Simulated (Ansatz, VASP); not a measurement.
# Two plane-wave programs on Y2Si3O

Contents of INCAR:

```
ALGO = Normal
EDIFF = 1E-6
ENCUT = 520
GGA = PE
ISIF = 2
ISMEAR = 0
ISPIN = 2
LASPH = T
LCHARG = F
LMAXMIX = 4
LORBIT = 11
LREAL = F
LWAVE = F
MAGMOM = 0 0 0 0 0 1
NBANDS = 33
NELM = 150
PREC = Accurate
SIGMA = 0.1
```

The input KPOINTS:

```
k-points
0
Gamma
  3 3 6
```

Contents of POSCAR:

```
Y2Si3O
1.0
    5.8508520700      0.0000000000      0.0000000000
   -2.9254260300      5.0669865200      0.0000000000
    0.0000000000      0.0000000000      3.1224095400
Y Si O
2 3 1
Direct
    0.3333333300      0.6666666700      0.0000000000
    0.6666666700      0.3333333300      0.0000000000
    0.5000000000      0.0000000000      0.5000000000
    0.0000000000      0.5000000000      0.5000000000
    0.5000000000      0.5000000000      0.5000000000
    0.0000000000      0.0000000000      0.0000000000
```

Input for Ansatz:

```yaml
crystal:
  lattice:
    - [5.85085207, 0.0, 0.0]
    - [-2.92542603, 5.06698652, 0.0]
    - [0.0, 0.0, 3.12240954]
  atoms:
    - { symbol: "Y", position: [0.33333333, 0.66666667, 0.0] }
    - { symbol: "Y", position: [0.66666667, 0.33333333, 0.0] }
    - { symbol: Si, position: [0.5, 0.0, 0.5] }
    - { symbol: Si, position: [0.0, 0.5, 0.5] }
    - { symbol: Si, position: [0.5, 0.5, 0.5] }
    - { symbol: O, position: [0.0, 0.0, 0.0], spin: 1.0 }
basis:
  ecutwfc: 420
kpoints:
  mp_grid: { grid: [3, 3, 6] }
hamiltonian:
  xc: pbe
scf:
  occupations: { method: gaussian, width: 0.1 }
  lower_state_search: "off"
output:
  forces: true
  stress: true
  eigenvalues: true
  populations: true
magnetization:
  spin_polarized: true
```

Change from the starting cell: species swapped into the YbCo3B2 type (P6/mmm, No. 191).

Alike in both runs: task single point; functional PBE; k mesh 3 × 3 × 6; occupations gaussian, width 0.1 eV; collinear spin.

```csv
,VASP,Ansatz
version,VASP 6.6.1,Ansatz 0.2.0
potentials or method,"VASP PAW PBE potentials, release 64 (Y_sv, Si, O)","scalar-relativistic, plane waves, PAW"
plane-wave cutoff (eV),520,420
valence electrons in the cell,40,40
```

|  | VASP | Ansatz | Ansatz less VASP |
| --- | --- | --- | --- |
| gap on the k mesh at the Fermi level (eV) | none | none | - |
| net moment per atom (μB) | 0.09 | 0.09 | 0.000 |
| size of the moment on the site where the two differ most (μB) | 0.54 | 0.65 | +0.115 |

Site moments also hang on the region over which each program counts them. A gap of «none» marks a metal or a gap that the smearing closes. With one functional, cell and mesh, what is left measures potentials, basis and numerics.

Caveats: the k mesh is coarse (spacing up to 0.41 Å⁻¹), so the values aren't converged.
